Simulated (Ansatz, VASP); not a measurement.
# WS2 (Tungstenite) in two plane-wave programs, part 2 of 2

Wanted: the spread between two codes on one cell, functional and k mesh. The cell is taken from a series of runs on this material, whose earlier steps may have relaxed, scaled, displaced or heated it; both programs get it as it stands.

VASP 6.6.1 and Ansatz 0.2.0.

So far: Set-up; VASP: G0W0 gap, PBE.

**3. Ansatz: G0W0 gap, PBE**

Level of this step: Ansatz beside VASP: Kohn-Sham DFT, plane waves, PBE (Ansatz).

Ansatz runs on its default PAW (the set named soft_2) files.

The same cell, functional and mesh now go to Ansatz, which takes its cutoff from its data sets.

input.yaml reads:

```yaml
crystal:
  lattice:
    - [3.1537707027, 0.0, 0.0]
    - [-1.5768853514, 2.7312455463, 0.0]
    - [0.0, 0.0, 12.1446516348]
  atoms:
    - { symbol: W, position: [0.3333333333, 0.6666666667, 0.25] }
    - { symbol: W, position: [0.6666666667, 0.3333333333, 0.75] }
    - { symbol: S, position: [0.3333333333, 0.6666666667, 0.6203178363] }
    - { symbol: S, position: [0.6666666667, 0.3333333333, 0.1203178363] }
    - { symbol: S, position: [0.3333333333, 0.6666666667, 0.8796821637] }
    - { symbol: S, position: [0.6666666667, 0.3333333333, 0.3796821637] }
kpoints:
  mp_grid: { grid: [6, 6, 2] }
hamiltonian:
  xc: pbe
scf:
  occupations: { method: fixed }
gw:
  n_empty_bands: 385
  ecut_chi: 138
  qp_bands: [v2, c2]
  qp_kpoints: band_edges
  screening: { model: contour_deformation }
```

The run is started by

```bash
$ ansatz run input.yaml --threads 3 --pin off --max-ram 64512MiB --backend cuda --devices 1 --max-vram 24GiB --events-out ev --progress --plain --runs-dir out
```

Numbers of over 12 decimals in the logs are rounded to 6 here.

The log of the run:

```text
GPUs: using 1 of 1 available (devices: 1).
Engine: ansatz 0.2.0, x86_64-unknown-linux-gnu
Pseudopotentials: kind: paw
Pseudopotential: W, paw, valence charge 14, recommended cutoff 420 eV (normal), W.paw.azcp
Pseudopotential: S, paw, valence charge 6, recommended cutoff 420 eV (normal), S.paw.azcp
Functional definition: PBE
  parameter kappa = 0.804
  parameter beta = 0.066725
  exchange = pbe_x(kappa = kappa, mu = beta*pi^2/3)
  correlation = pbe_c(beta = beta)
device memory: the entry about to start is reckoned to put 1.0 GiB on a device that reports 78.0 GiB free (of which the cap on the GPU budget leaves the run 24.0 GiB)
GPU FFT provider: cuFFT
GPU libraries: cuBLAS 13.8.2, cuFFT 12.4.0, cuSOLVER 12.3.4
Crystal: 6 atoms, lattice volume = 104.611 Å³
Basis set: ecut = 420 eV, 2033 PW (Γ)
Bands: 32, of which v1, the nominal top of the filled ones, is band 26 counted from 1 (25 counted from 0)
Symmetry: 24 space group operations
Space group: P63/mmc (ITA 194), of the structure as read, at distance tolerance 4.7e-5 Å
k-points: 14 of 72
Non-local potential: W, projectors of the file, l = 0: 3, l = 1: 2, l = 2: 2, l = 3: 1
Non-local potential: S, projectors of the file, l = 0: 2, l = 1: 2, l = 2: 2
PAW form: soft (Blöchl's): semilocal exchange-correlation on the pseudo side does not see the compensation charge
PAW one-centre angular grid: W, 590 points (default); XC on 64 Gauss nodes
PAW one-centre angular grid: S, 110 points (default); XC on 64 Gauss nodes
Initial density: superposition of atomic densities (neutral atoms: chi_scale 0, normalization atom), corrected by the library's trained network
Initial wavefunctions: pseudopotential atomic-orbital guess
GPU buffer pool allocated for 51840 grid points (all kernels)
GPU transforms: local potential and band sums: pruned to the plane-wave sphere, on 24×24×81
Functional: x = pbe(κ = 0.804, μ = 0.219515), c = pbe(β = 0.066725)
SCF iter   1: F=—  HF=-24382.695618 eV  |F-HF|=—  |Δ(HF+E_count)|=         —  Δρ=5.18e-3  dr2=1.09e-2  ethr=1.77e-3  ⟨swp⟩=5.0  Hψ=1825  notcnv=0  defer=35
preconditioner: auto → Resta (q_TF=auto, 2.428 Å⁻¹)  ε∞=7.6  [insulator: Δε(μ)=0.890 eV  Ē_g=8.455 eV  n_scr=26 (ndim 8)  ℏωp=21.8 eV  f_vac=0.012  ε∞_Penn≈7.6]
SCF iter   2: F=—  HF=-24382.701118 eV  |F-HF|=—  |Δ(HF+E_count)|=   5.50e-3  Δρ=2.86e-3  dr2=2.53e-3  ethr=2.09e-5  ⟨swp⟩=2.0  Hψ=739  notcnv=0  defer=54
SCF iter   3: F=—  HF=-24382.705449 eV  |F-HF|=—  |Δ(HF+E_count)|=   4.33e-3  Δρ=7.97e-4  dr2=3.98e-4  ethr=4.87e-6  ⟨swp⟩=2.0  Hψ=676  notcnv=0  defer=54
SCF iter   4: F=—  HF=-24382.705708 eV  |F-HF|=—  |Δ(HF+E_count)|=   2.59e-4  Δρ=9.95e-5  dr2=1.85e-5  ethr=7.66e-7  ⟨swp⟩=2.0  Hψ=657  notcnv=0  defer=50
SCF iter   5: F=—  HF=-24382.705713 eV  |F-HF|=—  |Δ(HF+E_count)|=   5.83e-6  Δρ=3.27e-5  dr2=1.24e-6  ethr=3.56e-8  ⟨swp⟩=2.0  Hψ=636  notcnv=0  defer=16
SCF iter   6: F=-24382.705714 eV  HF=-24382.705714 eV  |F-HF|=6.60e-8  |Δ(HF+E_count)|=   7.03e-7  Δρ=8.87e-6  dr2=9.65e-8  ethr=1.92e-10  ⟨swp⟩=5.2  Hψ=1816  notcnv=0
SCF 1 converged in 6 iterations: F = -24382.705714 eV  dr2 = 9.65e-8
  greatest PAW one-centre occupation: 1.000 electrons in one spin orbital (limit 2), on the W atom at site 1 (counted from 0), in its partial waves of l = 0
device memory: the entry about to start is reckoned to put 1.1 GiB (of the 1.2 GiB reckoned in all, the device holds 0.1 GiB already) on a device that reports 76.7 GiB free (of which the cap on the GPU budget leaves the run 23.9 GiB)
NSCF: frozen V_eff on 14 k-points, pencils in batches of 32, up to order 128
the band table was solved once the SCF had ended and its energy, with any forces and stress, was formed, with the checks that follow a solve (1784 applications of the Hamiltonian). They found nothing against the state; the energy, forces and stress were not computed again (output.eigenvalues in the input reference)
device memory: the entry about to start is reckoned to put 4.6 GiB on a device that reports 71.1 GiB free (of which the cap on the GPU budget leaves the run 24.0 GiB)
NSCF: frozen V_eff on 14 k-points
G₀W₀ screening: q 1/14
[... further progress lines ...]
SCF converged after 6 iterations
Free energy (F): -24382.705714 eV
Harris-Foulkes:  -24382.705714 eV  (|F-HF|=6.60e-8)
Internal energy: -24382.705714 eV  (E = F + TS)
E sigma→0 (E₀):  -24382.705714 eV
Fermi energy:    12.066397 eV
--- Per-component energies (eV) ---
  E_band       = -357.374131
  E_kinetic    = 1334.667724
  E_local      = -3361.962081  (includes V_loc(G=0)·N_el)
  E_nonlocal   = 114.829478
  E_hartree    = 1328.364888
  E_xc         = -925.248353
  E_vxc        = -831.364348  (∫ρ·V_xc dr)
  E_paw        = -19526.341096  (= ΣΔE_a)
  E_vpaw       = -270.274024  (= ΣTr[D̂ρ^β])
  E_aug_tail   = -0.000123  (compensation charges beyond the density's cutoff)
  E_ewald      = -3347.016151
  E_smearing   = -0.000000  (= −TS)
  E_closure    = -0.000000  (closes the sum)
  Σ components = -24382.705714   (vs F -24382.705714, Δ=0.00e0)
--- Band table (eV; the first three rows and the last of 14) ---
  k-point 0: bands = [... 22 lower, 9.8484, 10.6447, 10.7691, 12.0664, 14.3188, 14.3188, 14.3318, 14.3318, ... 2 higher]
  k-point 1: bands = [... 22 lower, 9.8144, 9.8144, 11.7571, 11.7571, 14.3054, 14.3054, 14.3054, 14.3054, ... 2 higher]
  k-point 2: bands = [... 22 lower, 9.6961, 10.6126, 10.7479, 11.1693, 13.5866, 13.9826, 14.1776, 14.2691, ... 2 higher]
  k-point 13: bands = [... 22 lower, 8.8951, 8.8951, 11.3616, 11.3616, 13.3293, 13.3293, 14.5674, 14.5674, ... 2 higher]
--- G₀W₀: contour deformation, 7 samples at zero and on the imaginary axis and 1 off it, 72 q-points, 385 empty bands' worth ---
  eigenvalues of the whole cell's RPA ε∞ on this k-mesh (on a slab, of 1 + 4πα/V) = 6.3930, 14.2023, 14.2023; static W/v taken at q = 0 is 0.074955
  bands read: the sum over 411 bands ends inside a degenerate multiplet in 7 slots, whose members it reads at an even weight; the widest, k=1: bands 409 to 412 (counted from 1) at 3/4 each
  gw.qp_kpoints: band_edges: 10 of 14 stored k-points solved, in 1 pass; an edge of the gap read off the rows below is read off those points alone
    valence top: of the k-points left out ik 6 came nearest to being solved in a further pass, in band 26 (counted from 1, as in the quasiparticle table): it holds the edge there only if its correction is more favourable than any solved in that band by at least 1.563 eV; those differ by 0.073 eV
    conduction bottom: of the k-points left out ik 4 came nearest to being solved in a further pass, in band 27 (counted from 1, as in the quasiparticle table): it holds the edge there only if its correction is more favourable than any solved in that band by at least 0.705 eV; those differ by 0.152 eV
    ik  band        ε_KS         Σx   Σc(E_QP)       V_xc       Z   E_QP_lin       E_QP  E_QP is
     0    25     10.7691   -18.3835     1.0113   -17.0902  0.7503    10.4858    10.4870  root
     0    26     12.0664   -19.5185     0.4359   -18.8677  0.7569    11.8510    11.8514  root
     0    27     14.3188   -13.7910    -4.3379   -18.4397  0.7578    14.6311    14.6295  root
     0    28     14.3188   -13.7910    -4.3379   -18.4397  0.7578    14.6311    14.6295  root
     1    25     11.7571   -19.2577     0.7153   -18.2855  0.7574    11.4996    11.5002  root
     1    26     11.7571   -19.2577     0.7153   -18.2855  0.7574    11.4996    11.5002  root
     1    27     14.3054   -13.7493    -4.2993   -18.3472  0.7569    14.6055    14.6041  root
     1    28     14.3054   -13.7493    -4.2993   -18.3472  0.7569    14.6055    14.6041  root
     2    25     10.7479   -18.9179     1.0793   -17.5693  0.7505    10.4775    10.4786  root
     2    26     11.1693   -19.1468     0.8746   -18.0202  0.7544    10.9165    10.9173  root
     2    27     13.5866   -13.4215    -3.9929   -17.6016  0.7597    13.7743    13.7738  root
     2    28     13.9826   -14.0744    -4.0415   -18.3458  0.7513    14.2134    14.2125  root
     3    25     11.1195   -19.2190     0.9912   -17.9594  0.7541    10.8501    10.8510  root
     3    26     11.1195   -19.2190     0.9912   -17.9594  0.7541    10.8501    10.8510  root
     3    27     13.8812   -13.7436    -4.1271   -18.0878  0.7564    14.0990    14.0983  root
     3    28     13.8812   -13.7436    -4.1271   -18.0878  0.7564    14.0990    14.0983  root
     8    25     10.4751   -19.5522     1.2783   -17.9996  0.7483    10.1995    10.2008  root
     8    26     10.5162   -19.5881     1.2377   -18.0880  0.7478    10.2526    10.2538  root
     8    27     12.9589   -13.0792    -3.7698   -17.0077  0.7679    13.1179    13.1176  root
     8    28     13.8767   -14.2464    -4.2509   -18.7448  0.7529    14.1252    14.1242  root
     9    25     10.5016   -19.5770     1.2556   -18.0528  0.7482    10.2318    10.2331  root
     9    26     10.5016   -19.5770     1.2556   -18.0528  0.7482    10.2318    10.2331  root
     9    27     13.3819   -13.5999    -3.9741   -17.7752  0.7634    13.5837    13.5832  root
     9    28     13.3819   -13.5999    -3.9741   -17.7752  0.7634    13.5837    13.5832  root
[...]
12    25     11.2569   -18.6333     0.5862   -17.7898  0.7597    10.9988    10.9995  root
    12    26     11.4982   -19.1771     0.4780   -18.4710  0.7595    11.2696    11.2702  root
    12    27     13.3291   -15.7491    -3.9402   -19.9282  0.7576    13.5687    13.5680  root
    12    28     13.3291   -15.7491    -3.9402   -19.9282  0.7576    13.5687    13.5680  root
    13    25     11.3616   -18.8244     0.5271   -18.0533  0.7598    11.1171    11.1177  root
    13    26     11.3616   -18.8244     0.5271   -18.0533  0.7598    11.1171    11.1177  root
    13    27     13.3293   -15.7558    -3.9401   -19.9348  0.7575    13.5690    13.5683  root
    13    28     13.3293   -15.7558    -3.9401   -19.9348  0.7575    13.5690    13.5683  root
```

**4. Comparison**

Known differences besides the potentials themselves: fixed occupations in Ansatz, narrow Gaussian smearing in VASP; the cutoff is 420 eV in Ansatz and 340 eV in VASP; Ansatz integrates over frequency by contour deformation, VASP on a grid of NOMEGA points; Ansatz's G0W0 levels solve the quasiparticle equation, VASP's are linearised. Total energies have different zeros and are not compared.

Compared:

| quantity | Ansatz | VASP | difference |
| --- | --- | --- | --- |
| G0W0 gap on the mesh (eV) | 1.27 | 1.36 | -0.09 |
| Kohn-Sham gap under it (eV) | 0.89 | 0.89 | 0.00 |

VASP's log warns that its frequency grid doesn't suit quasiparticle energies on this mesh.

**5. Results**

| Quantity | Value |
| --- | --- |
| difference in G0W0 gap on the mesh (G0W0 gap, PBE) | -0.091 eV |

The difference in G0W0 gap on the mesh is -0.091 eV (G0W0 gap, PBE). How closely two codes agree says nothing of how well the functional describes the real material.

[Lines on the potential files, build, host, timing and source positions are cut from VASP's logs without a mark.]

[Logs are printed without paths, hosts, clocks, repeated set-up lines and the standing remarks that a program may print on its own settings, such as how far it seeks lower states.]

[Hosts, paths, dates, database ids (printed as entryN), source tags and the programs' standing remarks are cut or masked in the printed files.]
